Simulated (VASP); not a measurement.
# SiO2 (P3_121): a series in a change of volume, part 2 of 3

How do the elastic response and the band edges of SiO2 follow a change of volume?

VASP 6.6.1, plane waves and PAW; the level of theory is named at each step.

So far: The starting structure; Relax the crystal, LDA; Relax at fixed volume, LDA.

## (4) Dielectric response, LDA

Linear response gives the dielectric tensors, Born charges and zone-centre modes.

Level: LDA; plane waves and PAW (Si, O).

INCAR

```
SYSTEM = SiO2
PREC = Accurate
ENCUT = 600
EDIFF = 1E-08
NELM = 120
ISMEAR = 0
SIGMA = 0.02
LREAL = .FALSE.
ALGO = Normal
GGA = CA
NBANDS = 33
LASPH = .TRUE.
LWAVE = .FALSE.
LCHARG = .FALSE.
KPAR = 8
LEPSILON = .TRUE.
IBRION = 8
NSW = 1
```

POSCAR

```
SiO2
1.0
    4.7870420759      0.0000000000      0.0000000000
   -2.3935210379      4.1457000566      0.0000000000
    0.0000000000      0.0000000000      5.3116882147
Si O
3 6
Direct
    0.4576313539      0.0000000000      0.3333333330
    0.0000000000      0.4576313539      0.6666666670
    0.5423686461      0.5423686461      0.0000000000
    0.4073041327      0.2872419969      0.2294877384
    0.7127580031      0.1200621358      0.5628210714
    0.8799378642      0.5926958673      0.8961544054
    0.2872419969      0.4073041327      0.7705122616
    0.1200621358      0.7127580031      0.4371789286
    0.5926958673      0.8799378642      0.1038455946
```

KPOINTS

```
Automatic mesh
0
Gamma
6 6 4
0 0 0
```

PAW data sets: Si and O (LDA family, release 64).

Command:

```
$ mpirun -np 8 vasp_std
```

Log:

```text
[... set-up lines as in an earlier step ...]
 entering main loop
       N       E                     dE             d eps       ncg     rms          rms(c)
DAV:   1     0.283758284335E+03    0.28376E+03   -0.27560E+04  1592   0.152E+03
DAV:   2    -0.698109460454E+02   -0.35357E+03   -0.34362E+03  2040   0.324E+02
DAV:   3    -0.873916714390E+02   -0.17581E+02   -0.17514E+02  1967   0.756E+01
DAV:   4    -0.875794194149E+02   -0.18775E+00   -0.18753E+00  1992   0.880E+00
[...]
DAV:  13    -0.778992260516E+02   -0.25789E-07   -0.16526E-06  2008   0.734E-03    0.132E-03
DAV:  14    -0.778992260797E+02   -0.28107E-07   -0.57249E-08  1943   0.148E-03    0.669E-04
DAV:  15    -0.778992260835E+02   -0.37717E-08   -0.15307E-08  1416   0.669E-04
   1 F= -.77899226E+02 E0= -.77899226E+02  d E =-.122875E-15
 Linear response reoptimize wavefunctions to high precision
DAV:   1    -0.778992260834E+02    0.15007E-09   -0.16328E-09  1367   0.236E-04
DAV:   2    -0.778992260833E+02    0.30923E-10   -0.12989E-10  1296   0.693E-05
 Linear response G [H, r] |phi>, progress :
  Direction:   1
       N       E                     dE             d eps       ncg     rms
RMM:   1    -0.184935713237E+03   -0.18494E+03    0.16090E+02  3617   0.971E+01
RMM:   2    -0.172104366299E+03    0.12831E+02   -0.10360E+01  2734   0.184E+01
RMM:   3    -0.172192598582E+03   -0.88232E-01   -0.16884E-01  2866   0.215E+00
RMM:   4    -0.172195899228E+03   -0.33006E-02   -0.44266E-03  2994   0.332E-01
[...]
RMM:   8    -0.172195949906E+03    0.37648E-06   -0.33746E-05  3075   0.139E-02
RMM:   9    -0.172195949868E+03    0.37282E-07   -0.34934E-05  3066   0.139E-02
RMM:  10    -0.172195949797E+03    0.71659E-07   -0.14526E-05  3065   0.139E-02
 Linear response G [H, r] |phi>, progress :
  Direction:   2
       N       E                     dE             d eps       ncg     rms
RMM:   1    -0.184025499254E+03   -0.18403E+03    0.16647E+02  3605   0.970E+01
RMM:   2    -0.172115449104E+03    0.11910E+02   -0.10529E+01  2738   0.185E+01
RMM:   3    -0.172202075419E+03   -0.86626E-01   -0.17368E-01  2847   0.217E+00
RMM:   4    -0.172205328673E+03   -0.32533E-02   -0.40926E-03  2998   0.339E-01
[...]
RMM:   8    -0.172205474728E+03   -0.12279E-05   -0.31472E-04  3077   0.143E-02
RMM:   9    -0.172205474921E+03   -0.19345E-06   -0.27530E-04  3065   0.142E-02
RMM:  10    -0.172205475083E+03   -0.16235E-06   -0.29973E-04  3067   0.142E-02
 Linear response G [H, r] |phi>, progress :
  Direction:   3
       N       E                     dE             d eps       ncg     rms
RMM:   1    -0.184018295729E+03   -0.18402E+03    0.16602E+02  3606   0.969E+01
RMM:   2    -0.172064453309E+03    0.11954E+02   -0.10692E+01  2700   0.185E+01
RMM:   3    -0.172150042827E+03   -0.85590E-01   -0.18628E-01  2834   0.219E+00
[...]
RMM:  18    -0.255703976026E-01   -0.69143E-08   -0.59819E-07 10664   0.115E-04    0.138E-07
RMM:  19    -0.255703915767E-01    0.60259E-08   -0.50305E-07 10868   0.115E-04    0.112E-07
RMM:  20    -0.255703901812E-01    0.13955E-08   -0.59282E-07 11035   0.114E-04    0.946E-08
 first order change of Fermi-energy   0.18288E-01
 force on displaced ion       1 direction 3 :   0.004   2.514 -48.824
 Born effective charge ion    1 direction 3 :  -0.000   0.338   3.426
 Linear response progress:
  Degree of freedom:   4/  6
       N       E                     dE             d eps       ncg     rms          rms(c)
RMM:   1    -0.372143635888E+00   -0.37214E+00    0.28464E-01  9947   0.309E+00
RMM:   2    -0.363338387009E+00    0.88052E-02   -0.82914E-03  8258   0.470E-01    0.255E-01
RMM:   3    -0.364247626238E+00   -0.90924E-03   -0.20060E-03  9053   0.204E-01    0.132E-01
RMM:   4    -0.365724329531E+00   -0.14767E-02   -0.68062E-04  8102   0.124E-01    0.387E-02
[...]
RMM:  22    -0.366029612290E+00    0.35981E-10   -0.12048E-07 11539   0.339E-04    0.156E-07
RMM:  23    -0.366029612283E+00    0.72384E-11   -0.10423E-07 11601   0.338E-04    0.134E-07
RMM:  24    -0.366029612311E+00   -0.27706E-10   -0.98582E-08 11732   0.338E-04    0.121E-07
 first order change of Fermi-energy   0.68477E-01
 force on displaced ion       4 direction 1 : -15.230  12.746  -5.741
 Born effective charge ion    4 direction 1 :  -1.314   0.405  -0.196
 Linear response progress:
  Degree of freedom:   5/  6
       N       E                     dE             d eps       ncg     rms          rms(c)
RMM:   1    -0.373995086248E+00   -0.37400E+00    0.40617E-01  9666   0.319E+00
RMM:   2    -0.367108627395E+00    0.68865E-02   -0.97046E-03  8387   0.507E-01    0.337E-01
RMM:   3    -0.367549698056E+00   -0.44107E-03   -0.23324E-03  8121   0.225E-01    0.185E-01
RMM:   4    -0.369619790770E+00   -0.20701E-02   -0.25359E-03  9154   0.198E-01    0.543E-02
[...]
RMM:  13    -0.369534206812E+00    0.28580E-07    0.56391E-09  9914   0.368E-04    0.167E-06
RMM:  14    -0.369534218281E+00   -0.11469E-07    0.20127E-08 10042   0.364E-04    0.976E-07
RMM:  15    -0.369534214843E+00    0.34381E-08    0.10167E-08 10250   0.360E-04    0.564E-07
 first order change of Fermi-energy  -0.14297E+00
 force on displaced ion       4 direction 2 :  12.745 -34.387  22.492
 Born effective charge ion    4 direction 2 :   0.465  -1.974   0.684
 Linear response progress:
  Degree of freedom:   6/  6
       N       E                     dE             d eps       ncg     rms          rms(c)
RMM:   1    -0.376064421624E+00   -0.37606E+00    0.34385E-01  9734   0.315E+00
RMM:   2    -0.367668114264E+00    0.83963E-02   -0.93124E-03  8371   0.500E-01    0.301E-01
RMM:   3    -0.368267076600E+00   -0.59896E-03   -0.23079E-03  8686   0.217E-01    0.162E-01
RMM:   4    -0.370012436181E+00   -0.17454E-02   -0.15714E-03  8793   0.166E-01    0.469E-02
[...]
RMM:  12    -0.370074229378E+00   -0.15518E-06   -0.39814E-08  9711   0.377E-04    0.589E-06
RMM:  13    -0.370074201661E+00    0.27717E-07   -0.56321E-08  9968   0.370E-04    0.268E-06
RMM:  14    -0.370074206908E+00   -0.52467E-08   -0.51789E-08 10084   0.365E-04    0.875E-07
 first order change of Fermi-energy  -0.16356E-01
 force on displaced ion       4 direction 3 :  -5.740  22.491 -25.912
 Born effective charge ion    4 direction 3 :  -0.270   0.638  -1.713
 Born effective charges drift removed
 Linear response finished
```

Wall time 9.3 min (8 MPI ranks of Intel Xeon 6975P-C (Granite Rapids), shared host); peak memory 6.7 GiB; 73 min of CPU time.

OUTCAR, selected parts (step 4):

```text
  LATTYP: Found a hexagonal cell.
 ALAT       =     4.7870420759
 C/A-ratio  =     1.1095971438

 Subroutine GETGRP returns: Found  6 space group operations
 (whereof  2 operations were pure point group operations)

The static configuration has the point symmetry C_2 .
 The point group associated with its full space group is D_3 .

 Found     24 irreducible k-points:

   k-points           NKPTS =     24   k-points in BZ     NKDIM =     24   number of bands    NBANDS=     33

   dimension x,y,z NGX =    40 NGY =   40 NGZ =   42
   dimension x,y,z NGXF=    80 NGYF=   80 NGZF=   84

   ENCUT  =  600.0 eV  44.10 Ry    6.64 a.u.   9.56  9.56 10.61*2*pi/ulx,y,z

   NELECT =      48.0000    total number of electrons

  Total        1.0510732      1.0510732      1.0111961      0.0000000     -0.0000000     -0.0000000
  in kB       15.9751828     15.9751829     15.3690946      0.0000000     -0.0000000     -0.0000000
  external PRESSURE =      15.7731534 kB  Pullay stress =       0.0000000 kB

  energy-cutoff  :      600.00
  volume of cell :      105.41
      direct lattice vectors                 reciprocal lattice vectors
     4.787042076  0.000000000  0.000000000     0.208897266  0.120606892  0.000000000
    -2.393521038  4.145700057  0.000000000     0.000000000  0.241213784  0.000000000
     0.000000000  0.000000000  5.311688215     0.000000000  0.000000000  0.188264062

 POSITION                                       TOTAL-FORCE (eV/Angst)
 -----------------------------------------------------------------------------------
      2.19070      0.00000      1.77056        -0.003702      0.000000      0.000000
     -1.09535      1.89720      3.54113         0.001851     -0.003206     -0.000000
      1.29817      2.24850      0.00000         0.001851      0.003206      0.000000
      1.26226      1.19082      1.21897         0.001884      0.000156     -0.002993
      3.12463      0.49774      2.98953        -0.001077      0.001554     -0.002993
      2.79367      2.45714      4.76009        -0.000807     -0.001710     -0.002993
      0.40015      1.68856      4.09272        -0.000807      0.001710      0.002993
     -1.13126      2.95488      2.32216         0.001884     -0.000156      0.002993
      0.73111      3.64796      0.55160        -0.001077     -0.001554      0.002993
 -----------------------------------------------------------------------------------
    total drift:                                0.000003     -0.000001      0.000000

 MACROSCOPIC STATIC DIELECTRIC TENSOR (including local field effects in DFT)
 ------------------------------------------------------
           2.577579     0.000000    -0.000000
           0.000000     2.577579     0.000000
           0.000000     0.000000     2.614971
 ------------------------------------------------------

 PIEZOELECTRIC TENSOR (including local field effects)  for field in x, y, z        (C/m^2)
          XX          YY          ZZ          XY          YZ          ZX
  --------------------------------------------------------------------------------
  x    -0.19298     0.19298    -0.00000     0.00000     0.07901    -0.00000
  y     0.00000     0.00000     0.00000     0.19298     0.00000    -0.07901
  z    -0.00000    -0.00000     0.00000     0.00000     0.00000    -0.00000

 BORN EFFECTIVE CHARGES (including local field effects) (in |e|, cummulative output)
 ---------------------------------------------------------------------------------
 ion    1
    1     2.99256     0.00000     0.00000
    2     0.00000     3.58337     0.33816
    3    -0.00000    -0.29268     3.42586
 ion    2
    1     3.43567     0.25583    -0.29286
    2     0.25583     3.14026    -0.16908
    3     0.25347     0.14634     3.42586
 ion    3
    1     3.43567    -0.25583     0.29286
    2    -0.25583     3.14026    -0.16908
    3    -0.25347     0.14634     3.42586
 ion    4
    1    -1.31393     0.46464    -0.26977
    2     0.40481    -1.97403     0.63764
    3    -0.19615     0.68470    -1.71293
 ion    5
    1    -1.43253    -0.47328    -0.41733
    2    -0.53311    -1.85544    -0.55245
    3    -0.49489    -0.51222    -1.71293
 ion    6
    1    -2.18549     0.09839     0.68710
    2     0.03856    -1.10248    -0.08519
    3     0.69104    -0.17248    -1.71293
 ion    7
    1    -2.18549    -0.09839    -0.68710
    2    -0.03856    -1.10248    -0.08519
    3    -0.69104    -0.17248    -1.71293
 ion    8
    1    -1.31393    -0.46464     0.26977
    2    -0.40481    -1.97403     0.63764
    3     0.19615     0.68470    -1.71293
 ion    9
    1    -1.43253     0.47328     0.41733
    2     0.53311    -1.85544    -0.55245
    3     0.49489    -0.51222    -1.71293

 Eigenvectors and eigenvalues of the dynamical matrix
 ----------------------------------------------------

   1 f  =   34.212304 THz   214.962246 2PiTHz 1141.199622 cm-1   141.490657 meV
             X         Y         Z           dx          dy          dz
      2.190701  0.000000  1.770563    -0.005234    0.000330   -0.000763
     -1.095350  1.897202  3.541125    -0.099094   -0.054176   -0.261028
      1.298171  2.248498  0.000000    -0.099368    0.054361    0.261791
      1.262262  1.190819  1.218967    -0.122663    0.329986   -0.265083
      3.124631  0.497742  2.989530     0.226369    0.308048    0.277494
      2.793670  2.457139  4.760093     0.032854    0.016747   -0.012411
[...]
0.400149  1.688561  4.092721     0.303186    0.021113    0.175811
     -1.131259  2.954881  2.322158    -0.133308   -0.273123    0.175811
      0.731110  3.647958  0.551595    -0.169878    0.252010    0.175811

   5 f  =   31.996294 THz   201.038647 2PiTHz 1067.281498 cm-1   132.325981 meV
             X         Y         Z           dx          dy          dz
      2.190701  0.000000  1.770563     0.000497    0.332630    0.125720
     -1.095350  1.897202  3.541125     0.059746    0.230604   -0.063135
      1.298171  2.248498  0.000000    -0.058236    0.230306   -0.062584
      1.262262  1.190819  1.218967     0.129662   -0.294220    0.261046
      3.124631  0.497742  2.989530    -0.235685   -0.266913   -0.274924
      2.793670  2.457139  4.760093    -0.029363    0.035833    0.013878
      0.400149  1.688561  4.092721     0.027410    0.035525    0.012312
     -1.131259  2.954881  2.322158    -0.129944   -0.295328    0.261886
      0.731110  3.647958  0.551595     0.235260   -0.266174   -0.274198

   6 f  =   31.996294 THz   201.038647 2PiTHz 1067.281497 cm-1   132.325981 meV
             X         Y         Z           dx          dy          dz
      2.190701  0.000000  1.770563    -0.196397    0.000841    0.000318
     -1.095350  1.897202  3.541125    -0.298423   -0.058408    0.108717
      1.298171  2.248498  0.000000    -0.298721    0.059574   -0.109035
      1.262262  1.190819  1.218967     0.055980   -0.219919    0.166739
      3.124631  0.497742  2.989530     0.083286    0.145428    0.142703
      2.793670  2.457139  4.760093     0.386033   -0.060894   -0.309442
      0.400149  1.688561  4.092721     0.386177    0.061074    0.309508
     -1.131259  2.954881  2.322158     0.055323    0.218428   -0.165417
      0.731110  3.647958  0.551595     0.084478   -0.146776   -0.144092

   7 f  =   24.165386 THz   151.835596 2PiTHz  806.070498 cm-1    99.939959 meV
             X         Y         Z           dx          dy          dz
      2.190701  0.000000  1.770563    -0.001543    0.296548    0.174024
     -1.095350  1.897202  3.541125     0.392716   -0.382357   -0.087393
      1.298171  2.248498  0.000000    -0.392362   -0.384342   -0.086631
      1.262262  1.190819  1.218967     0.133714   -0.010014   -0.081256
      3.124631  0.497742  2.989530    -0.038427    0.117877   -0.065936
      2.793670  2.457139  4.760093     0.158400    0.203010    0.147191
      0.400149  1.688561  4.092721    -0.158377    0.203062    0.147234
     -1.131259  2.954881  2.322158    -0.132614   -0.009835   -0.080632
      0.731110  3.647958  0.551595     0.038878    0.118925   -0.066602

   8 f  =   24.165386 THz   151.835596 2PiTHz  806.070497 cm-1    99.939959 meV
             X         Y         Z           dx          dy          dz
      2.190701  0.000000  1.770563    -0.609982   -0.000750   -0.000440
     -1.095350  1.897202  3.541125     0.068922    0.393508   -0.150489
      1.298171  2.248498  0.000000     0.070908   -0.391569    0.150929
      1.262262  1.190819  1.218967     0.217262   -0.035411   -0.123049
      3.124631  0.497742  2.989530     0.089372   -0.207552    0.131894
      2.793670  2.457139  4.760093     0.004239   -0.010725   -0.008845
      0.400149  1.688561  4.092721     0.005040    0.009698    0.008100
     -1.131259  2.954881  2.322158     0.217936    0.035461    0.123458
      0.731110  3.647958  0.551595     0.089176    0.206953   -0.131559

   9 f  =   23.167663 THz   145.566722 2PiTHz  772.790066 cm-1    95.813714 meV
             X         Y         Z           dx          dy          dz
      2.190701  0.000000  1.770563     0.000000   -0.500691   -0.188946
     -1.095350  1.897202  3.541125     0.433611    0.250346   -0.188946
      1.298171  2.248498  0.000000    -0.433611    0.250346   -0.188946
      1.262262  1.190819  1.218967    -0.087479    0.012444    0.125152
      3.124631  0.497742  2.989530     0.032963   -0.081981    0.125152
      2.793670  2.457139  4.760093     0.054516    0.069538    0.125152
      0.400149  1.688561  4.092721    -0.054516    0.069538    0.125152
     -1.131259  2.954881  2.322158     0.087479    0.012444    0.125152
      0.731110  3.647958  0.551595    -0.032963   -0.081981    0.125152

  10 f  =   21.186399 THz   133.118073 2PiTHz  706.702210 cm-1    87.619868 meV
             X         Y         Z           dx          dy          dz
      2.190701  0.000000  1.770563     0.000235   -0.258496    0.596139
     -1.095350  1.897202  3.541125    -0.152700    0.004858   -0.299374
      1.298171  2.248498  0.000000     0.151838    0.005627   -0.296765
      1.262262  1.190819  1.218967    -0.141089   -0.067233    0.166259
      3.124631  0.497742  2.989530    -0.001740    0.257158   -0.094448
      2.793670  2.457139  4.760093     0.209517   -0.025717   -0.071811
    [... 205 further lines ...]
     -1.131259  2.954881  2.322158    -0.006832    0.298636    0.000788
      0.731110  3.647958  0.551595    -0.008090    0.297705   -0.000870

 MACROSCOPIC STATIC DIELECTRIC TENSOR IONIC CONTRIBUTION
 ------------------------------------------------------
           2.202906     0.000000    -0.000000
           0.000000     2.202906     0.000000
          -0.000000     0.000000     2.362605
 ------------------------------------------------------

 ELASTIC MODULI CONTR FROM IONIC RELAXATION (kBar)
 Direction    XX          YY          ZZ          XY          YZ          ZX
 --------------------------------------------------------------------------------
 XX       -2999.9679   -812.3333  -1303.2463     -0.0000   -384.4763     -0.0000
 YY        -812.3333  -2999.9679  -1303.2463     -0.0000    384.4763      0.0000
 ZZ       -1303.2463  -1303.2463  -2320.5008     -0.0000     -0.0000      0.0000
 XY          -0.0000     -0.0000     -0.0000  -1093.8470      0.0000   -385.1250
 YZ        -384.4763    384.4763     -0.0000      0.0000  -1293.0452     -0.0000
 ZX          -0.0000      0.0000      0.0000   -385.1250     -0.0000  -1295.3625
 --------------------------------------------------------------------------------

 PIEZOELECTRIC TENSOR IONIC CONTR  for field in x, y, z        (C/m^2)
          XX          YY          ZZ          XY          YZ          ZX
  --------------------------------------------------------------------------------
  x     0.38191    -0.38191    -0.00000    -0.00000    -0.16764     0.00000
  y    -0.00000    -0.00000     0.00000    -0.38191     0.00000     0.17038
  z    -0.00000     0.00000     0.00000     0.00455     0.00000    -0.00000

[... 3 further parts left out ...]
```

CONTCAR:

```
SiO2
   1.00000000000000
     4.7870420758999996    0.0000000000000000    0.0000000000000000
    -2.3935210378999998    4.1457000566000000    0.0000000000000000
     0.0000000000000000    0.0000000000000000    5.3116882147000002
  Si              O
     3     6
Direct
     0.4576313538999983    0.0000000000000000    0.3333333329999988
     0.0000000000000000    0.4576313538999983    0.6666666670000012
     0.5423686461000017    0.5423686461000017    0.0000000000000000
     0.4073041326999984    0.2872419969000006    0.2294877384000031
     0.7127580030999994    0.1200621357999978    0.5628210714000019
     0.8799378642000022    0.5926958673000016    0.8961544053999972
     0.2872419969000006    0.4073041326999984    0.7705122615999969
     0.1200621357999978    0.7127580030999994    0.4371789285999981
     0.5926958673000016    0.8799378642000022    0.1038455946000028
```

Read from the output:

```
ε∞, diagonal : 2.58, 2.58, 2.61
```

[end of part 2 of 3]

[Lines on the potential files, build, host, timing and source positions are cut from VASP's logs without a mark.]

[Logs are printed without paths, hosts, clocks, repeated set-up lines and the standing remarks that a program may print on its own settings, such as how far it seeks lower states.]

[Hosts, paths, dates, database ids (printed as entryN), source tags and the programs' standing remarks are cut or masked in the printed files.]

[In band tables of VASP the shares of atoms and orbitals are scaled to a sum of 1 inside the atoms' spheres.]
